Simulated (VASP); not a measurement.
Input:

```xyz
8
Lattice="6.4958 0.0000 0.0000 0.0000 6.4958 0.0000 0.0000 0.0000 6.4958" Properties=species:S:1:pos:R:3 pbc="T T T"
Mg     0.0000     0.0000     0.0000
Te     1.6126     1.6126     1.6126
Te     4.8831     4.8831     1.6126
Te     4.8831     1.6126     4.8831
Te     1.6126     4.8831     4.8831
Hg     3.2479     3.2479     0.0000
Hg     3.2479     0.0000     3.2479
Hg     0.0000     3.2479     3.2479
```

Calculation: PBEsol GGA, VASP's PBE PAW potentials (set 64) (plane waves; VASP 6.6.1). Settings: 400 eV cut-off, Gaussian smearing of 0.050 eV, potentials Mg Te Hg.

Q: Give the energies of bands 23 to 36 at the high-symmetry points, in eV from the Fermi level.

A: 
| band | Γ | X | M | R |
|---|---|---|---|---|
| 23 | -1.98 | -2.42 | -3.11 | -4.04 |
| 24 | -1.98 | -2.30 | -2.34 | -1.00 |
| 25 | -1.98 | -2.30 | -2.17 | -1.00 |
| 26 | -1.92 | -2.28 | -2.15 | -1.00 |
| 27 | -1.92 | -2.21 | -2.15 | -0.75 |
| 28 | -1.92 | -1.27 | -0.91 | -0.75 |
| 29 | -0.04 | -1.27 | -0.91 | -0.66 |
| 30 | 0.00 | -0.96 | -0.88 | -0.66 |
| 31 | 0.00 | -0.96 | -0.62 | -0.66 |
| 32 | 0.00 | 2.11 | 2.24 | 0.88 |
| 33 | 1.76 | 2.26 | 2.35 | 0.88 |
| 34 | 1.76 | 3.18 | 2.35 | 0.88 |
| 35 | 2.55 | 3.19 | 3.58 | 2.56 |
| 36 | 2.55 | 3.35 | 4.95 | 4.74 |

It has no gap at this level: it comes out as a metal or semimetal.

The structure was generated: Hg3MgTe4 was put into an ordered model structure (P-43m), which need not be its known phase. It was relaxed first.
